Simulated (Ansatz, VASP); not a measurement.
**Cross-check of LaAg between VASP and Ansatz**

Aim: how closely do two programs agree when they are given the same cell, functional and k mesh? The cell is taken from a series of runs on this material, whose earlier steps may have relaxed, scaled, displaced or heated it; both programs get it as it stands.

Main program and level: Ansatz 0.2.0; plane waves, with VASP 6.6.1 beside it; zone-centre phonons at PBEsol.

**1. Set-up**

Symmetry: Pm-3m, No. 221, cubic system. The conventional cell has a = 3.748 Å, b = 3.748 Å, c = 3.748 Å, α = 90.00°, β = 90.00°, γ = 90.00°. La has 8 Ag at 3.25 Å nearest. Ag has 8 La at 3.25 Å nearest. Farther neighbours are not listed.

Structure file:

```cif
data_structure
_symmetry_space_group_name_H-M 'P 1'
_symmetry_Int_Tables_number 1
_cell_length_a 3.7485
_cell_length_b 3.7485
_cell_length_c 3.7485
_cell_angle_alpha 90.000
_cell_angle_beta 90.000
_cell_angle_gamma 90.000
_cell_volume 52.67
loop_
_atom_site_label
_atom_site_type_symbol
_atom_site_fract_x
_atom_site_fract_y
_atom_site_fract_z
_atom_site_occupancy
La1 La 0.50000 0.50000 0.50000 1
Ag2 Ag 0.00000 0.00000 0.00000 1
```

**2. VASP: zone-centre phonons, PBEsol**

Second derivatives magnify differences that forces hide, and they need a tight electronic threshold.

Lines of VASP's logs that name or quote its potential files are left out, and so is its time.

INCAR

```
SYSTEM = LaAg
PREC = Accurate
ENCUT = 500
EDIFF = 1E-08
NELM = 200
ISMEAR = 1
SIGMA = 0.27211
LREAL = .FALSE.
ALGO = Normal
GGA = PS
NBANDS = 17
LASPH = .TRUE.
LORBIT = 11
LWAVE = .FALSE.
LCHARG = .FALSE.
ISIF = 2
IBRION = 8
GGA_COMPAT = .FALSE.
LMAXMIX = 6
KPAR = 2
```

POSCAR

```
LaAg
1.0
    3.7484566090      0.0000000000      0.0000000000
    0.0000000000      3.7484566090      0.0000000000
    0.0000000000      0.0000000000      3.7484566090
La Ag
1 1
Direct
    0.5000000000      0.5000000000      0.5000000000
    0.0000000000      0.0000000000      0.0000000000
```

KPOINTS

```
Automatic mesh
0
Gamma
8 8 8
0 0 0
```

Potentials, in the order of the species: La and Ag (PBE family, release 64).

The run is started by

```sh
$ mpirun -np 2 vasp_std
```

Numbers of over 12 decimals in the logs are rounded to 6 here.

The log of the run:

```text
[banner, memory and clock lines left out]
running    2 mpi-ranks, on    1 nodes
 distrk:  each k-point on    1 cores,    2 groups
 distr:  one band on    1 cores,    1 groups

 POSCAR found type information on POSCAR LaAg
 POSCAR found :  2 types and       2 ions
|                                                                             |
|               ----> ADVICE to this user running VASP <----                  |
|                                                                             |
|     You enforced a specific xc type in the INCAR file but a different       |
|     [... a line on the potential file left out ...]
|     I HOPE YOU KNOW WHAT YOU ARE DOING!                                     |
|                                                                             |

 LDA part: xc-table for (Slater+PW92), standard interpolation
 POSCAR, INCAR and KPOINTS ok, starting setup
 FFT: planning ... GRIDC
 FFT: planning ... GRID_SOFT
 FFT: planning ... GRID
 WAVECAR not read
 entering main loop
       N       E                     dE             d eps       ncg     rms          rms(c)
DAV:   1     0.158357031744E+03    0.15836E+03   -0.88935E+03  1294   0.182E+03
DAV:   2     0.102854885169E+02   -0.14807E+03   -0.14155E+03  1446   0.250E+02
DAV:   3    -0.916992401108E+01   -0.19455E+02   -0.18322E+02  1945   0.106E+02
DAV:   4    -0.100966402119E+02   -0.92672E+00   -0.90741E+00  2041   0.226E+01
DAV:   5    -0.101495891470E+02   -0.52949E-01   -0.52772E-01  1700   0.412E+00    0.714E+00
DAV:   6    -0.929801082390E+01    0.85158E+00   -0.11914E+01  1885   0.277E+01    0.452E+00
DAV:   7    -0.913482813871E+01    0.16318E+00   -0.11194E+00  1906   0.864E+00    0.143E+00
DAV:   8    -0.911625657645E+01    0.18572E-01   -0.16840E-01  1999   0.288E+00    0.565E-01
DAV:   9    -0.911114122034E+01    0.51154E-02   -0.20513E-02  1883   0.121E+00    0.141E-01
DAV:  10    -0.911095464641E+01    0.18657E-03   -0.17917E-03  2122   0.367E-01    0.241E-02
DAV:  11    -0.911096563276E+01   -0.10986E-04   -0.77282E-05  1851   0.535E-02    0.200E-02
DAV:  12    -0.911097950606E+01   -0.13873E-04   -0.82862E-05  1882   0.695E-02    0.138E-02
DAV:  13    -0.911097843626E+01    0.10698E-05   -0.18569E-05  2016   0.369E-02    0.446E-03
DAV:  14    -0.911097922492E+01   -0.78867E-06   -0.51102E-06  1940   0.144E-02    0.292E-03
DAV:  15    -0.911097912405E+01    0.10087E-06   -0.18159E-06  2024   0.102E-02    0.892E-04
DAV:  16    -0.911097913858E+01   -0.14524E-07   -0.16893E-07  2002   0.260E-03    0.420E-04
DAV:  17    -0.911097914008E+01   -0.15004E-08   -0.22760E-08  1777   0.114E-03
   1 F= -.91109791E+01 E0= -.91124152E+01  d E =0.430828E-02
 Linear response reoptimize wavefunctions to high precision
DAV:   1    -0.911097913757E+01    0.25118E-08   -0.75244E-09  1529   0.567E-04
DAV:   2    -0.911097913757E+01   -0.61391E-11   -0.42440E-10   944   0.221E-04
 Linear response DOF=           2
 Linear response progress:
  Degree of freedom:   1/  2
       N       E                     dE             d eps       ncg     rms          rms(c)
RMM:   1    -0.280038822817E+00   -0.28004E+00    0.75913E-03  3950   0.153E+01
RMM:   2    -0.257572216981E+00    0.22467E-01   -0.85513E-02  4196   0.245E+00    0.998E-02
RMM:   3    -0.258779204883E+00   -0.12070E-02   -0.30731E-02  5161   0.974E-01    0.453E-02
RMM:   4    -0.259865280393E+00   -0.10861E-02   -0.76594E-03  5643   0.385E-01    0.440E-02
RMM:   5    -0.260835985680E+00   -0.97071E-03   -0.18547E-03  5384   0.228E-01    0.200E-02
RMM:   6    -0.261223461755E+00   -0.38748E-03   -0.83489E-04  5943   0.115E-01    0.104E-02
RMM:   7    -0.261109638768E+00    0.11382E-03   -0.36024E-04  5676   0.753E-02    0.115E-02
RMM:   8    -0.261273709974E+00   -0.16407E-03   -0.10210E-04  5793   0.432E-02    0.562E-03
RMM:   9    -0.261380213460E+00   -0.10650E-03   -0.51046E-05  5825   0.308E-02    0.244E-03
RMM:  10    -0.261415191470E+00   -0.34978E-04   -0.27734E-05  6148   0.186E-02    0.392E-04
RMM:  11    -0.261419760804E+00   -0.45693E-05   -0.25773E-05  5970   0.121E-02    0.108E-03
RMM:  12    -0.261426608130E+00   -0.68473E-05   -0.16415E-05  5881   0.919E-03    0.109E-04
RMM:  13    -0.261422899707E+00    0.37084E-05   -0.11387E-05  5996   0.691E-03    0.429E-04
RMM:  14    -0.261423616327E+00   -0.71662E-06   -0.90442E-06  5823   0.574E-03    0.438E-04
[...]
RMM:  27    -0.261430409220E+00   -0.33241E-08   -0.35656E-07  6118   0.374E-03    0.115E-05
RMM:  28    -0.261430420511E+00   -0.11292E-07   -0.36630E-07  6169   0.373E-03    0.124E-05
RMM:  29    -0.261430417153E+00    0.33582E-08   -0.30642E-07  6198   0.373E-03    0.144E-05
RMM:  30    -0.261430418088E+00   -0.93497E-09   -0.30837E-07  6209   0.373E-03    0.170E-05
RMM:  31    -0.261430411543E+00    0.65451E-08   -0.26059E-07  6277   0.372E-03    0.190E-05
RMM:  32    -0.261430404364E+00    0.71789E-08   -0.26658E-07  6317   0.372E-03    0.213E-05
RMM:  33    -0.261430401953E+00    0.24116E-08   -0.26081E-07  6336   0.372E-03    0.222E-05
RMM:  34    -0.261430412788E+00   -0.10836E-07   -0.24291E-07  6376   0.372E-03    0.215E-05
 first order change of Fermi-energy  -0.31526E-03
 force on displaced ion       1 direction 1 :  -2.403  -0.000   0.000
 Linear response progress:
  Degree of freedom:   2/  2
       N       E                     dE             d eps       ncg     rms          rms(c)
RMM:   1    -0.298076283492E+00   -0.29808E+00   -0.20399E-01  5138   0.303E+00
RMM:   2    -0.298051923879E+00    0.24360E-04   -0.10507E-02  4517   0.687E-01    0.100E-01
RMM:   3    -0.297944655252E+00    0.10727E-03   -0.56049E-04  4994   0.140E-01    0.569E-02
RMM:   4    -0.298077592885E+00   -0.13294E-03   -0.43576E-04  5139   0.128E-01    0.104E-02
RMM:   5    -0.298081654789E+00   -0.40619E-05   -0.39979E-05  5337   0.386E-02    0.560E-03
RMM:   6    -0.298079989594E+00    0.16652E-05   -0.11618E-05  5813   0.175E-02    0.252E-03
RMM:   7    -0.298044262526E+00    0.35727E-04   -0.22263E-06  5644   0.730E-03    0.308E-04
RMM:   8    -0.298043487556E+00    0.77497E-06   -0.62558E-07  5957   0.344E-03    0.210E-04
RMM:   9    -0.298040508015E+00    0.29795E-05   -0.15177E-07  5502   0.239E-03    0.731E-05
RMM:  10    -0.298041077042E+00   -0.56903E-06   -0.63171E-08  5792   0.165E-03    0.383E-05
RMM:  11    -0.298041304165E+00   -0.22712E-06   -0.32700E-08  5594   0.148E-03    0.159E-05
RMM:  12    -0.298041528947E+00   -0.22478E-06   -0.38528E-08  5688   0.134E-03    0.593E-06
RMM:  13    -0.298041482331E+00    0.46616E-07   -0.36307E-08  5517   0.131E-03    0.682E-06
RMM:  14    -0.298041472499E+00    0.98313E-08   -0.28822E-08  5654   0.127E-03    0.352E-06
 first order change of Fermi-energy  -0.18301E-03
 force on displaced ion       2 direction 1 :  -2.396   0.000   0.000
 Linear response finished
```

From OUTCAR (step 2):

```text
ion  position               nearest neighbor table
   1  0.500  0.500  0.500-   2 3.25   2 3.25   2 3.25   2 3.25   2 3.25   2 3.25   2 3.25   2 3.25

  LATTYP: Found a simple cubic cell.
 ALAT       =     3.7484566090

 Subroutine GETGRP returns: Found 48 space group operations
 (whereof 48 operations were pure point group operations)

The static configuration has the point symmetry O_h .

 Found     35 irreducible k-points:

   k-points           NKPTS =     35   k-points in BZ     NKDIM =     35   number of bands    NBANDS=     17

   dimension x,y,z NGX =    28 NGY =   28 NGZ =   28
   dimension x,y,z NGXF=    56 NGYF=   56 NGZF=   56

   ENCUT  =  500.0 eV  36.75 Ry    6.06 a.u.   6.83  6.83  6.83*2*pi/ulx,y,z

   NELECT =      22.0000    total number of electrons

 k-points in reciprocal lattice and weights: Automatic mesh
   0.00000000  0.00000000  0.00000000       0.002
   0.12500000  0.00000000  0.00000000       0.012
   0.25000000  0.00000000  0.00000000       0.012
   0.37500000  0.00000000  0.00000000       0.012
   0.50000000  0.00000000  0.00000000       0.006
   0.12500000  0.12500000  0.00000000       0.023
   0.25000000  0.12500000  0.00000000       0.047
   0.37500000  0.12500000  0.00000000       0.047
   0.50000000  0.12500000  0.00000000       0.023
[...]
0.50000000  0.50000000  0.37500000       0.012
   0.50000000  0.50000000  0.50000000       0.002

 average (electrostatic) potential at core
       1 -95.9555       2 -71.0938

  Total       -0.0171173     -0.0171173     -0.0171173     -0.0000000     -0.0000000     -0.0000000
  in kB       -0.5207023     -0.5207023     -0.5207023     -0.0000000     -0.0000000     -0.0000000
  external PRESSURE =      -0.5207023 kB  Pullay stress =       0.0000000 kB

  energy-cutoff  :      500.00
  volume of cell :       52.67
      direct lattice vectors                 reciprocal lattice vectors
     3.748456609  0.000000000  0.000000000     0.266776464  0.000000000  0.000000000
     0.000000000  3.748456609  0.000000000     0.000000000  0.266776464  0.000000000
     0.000000000  0.000000000  3.748456609     0.000000000  0.000000000  0.266776464

 POSITION                                       TOTAL-FORCE (eV/Angst)
 -----------------------------------------------------------------------------------
      1.87423      1.87423      1.87423         0.000000      0.000000      0.000000
      0.00000      0.00000      0.00000         0.000000      0.000000      0.000000
 -----------------------------------------------------------------------------------
    total drift:                               -0.000000      0.000000      0.000000

 Eigenvectors and eigenvalues of the dynamical matrix
 ----------------------------------------------------

   1 f  =    3.107663 THz    19.526022 2PiTHz  103.660477 cm-1    12.852255 meV
             X         Y         Z           dx          dy          dz
      1.874228  1.874228  1.874228     0.000000   -0.661709    0.000000
      0.000000  0.000000  0.000000     0.000000    0.749761    0.000000

   2 f  =    3.107663 THz    19.526022 2PiTHz  103.660477 cm-1    12.852255 meV
             X         Y         Z           dx          dy          dz
      1.874228  1.874228  1.874228    -0.000000   -0.000000   -0.661709
      0.000000  0.000000  0.000000     0.000000    0.000000    0.749761

   3 f  =    3.107663 THz    19.526022 2PiTHz  103.660477 cm-1    12.852255 meV
             X         Y         Z           dx          dy          dz
      1.874228  1.874228  1.874228     0.661709   -0.000000   -0.000000
      0.000000  0.000000  0.000000    -0.749761    0.000000    0.000000

   4 f/i=    0.002304 THz     0.014475 2PiTHz    0.076845 cm-1     0.009528 meV
             X         Y         Z           dx          dy          dz
      1.874228  1.874228  1.874228     0.000000   -0.749761    0.000000
      0.000000  0.000000  0.000000     0.000000   -0.661709    0.000000

   5 f/i=    0.002304 THz     0.014475 2PiTHz    0.076845 cm-1     0.009528 meV
             X         Y         Z           dx          dy          dz
      1.874228  1.874228  1.874228    -0.000000   -0.000000   -0.749761
      0.000000  0.000000  0.000000     0.000000    0.000000   -0.661709

   6 f/i=    0.002304 THz     0.014475 2PiTHz    0.076845 cm-1     0.009528 meV
             X         Y         Z           dx          dy          dz
      1.874228  1.874228  1.874228     0.749761    0.000000    0.000000
      0.000000  0.000000  0.000000     0.661709   -0.000000    0.000000

 ELASTIC MODULI CONTR FROM IONIC RELAXATION (kBar)
 Direction    XX          YY          ZZ          XY          YZ          ZX
 --------------------------------------------------------------------------------
 XX           0.0000      0.0000      0.0000      0.0000      0.0000      0.0000
 YY           0.0000      0.0000      0.0000      0.0000      0.0000      0.0000
 ZZ           0.0000      0.0000      0.0000      0.0000      0.0000      0.0000
 XY           0.0000      0.0000      0.0000      0.0000      0.0000      0.0000
 YZ           0.0000      0.0000      0.0000      0.0000      0.0000      0.0000
 ZX           0.0000      0.0000      0.0000      0.0000      0.0000      0.0000
 --------------------------------------------------------------------------------
```

(Part 1 of 2 ends here.)

[Lines on the potential files, build, host, timing and source positions are cut from VASP's logs without a mark.]

[Logs are printed without paths, hosts, clocks, repeated set-up lines and the standing remarks that a program may print on its own settings, such as how far it seeks lower states.]

[Hosts, paths, dates, database ids (printed as entryN), source tags and the programs' standing remarks are cut or masked in the printed files.]
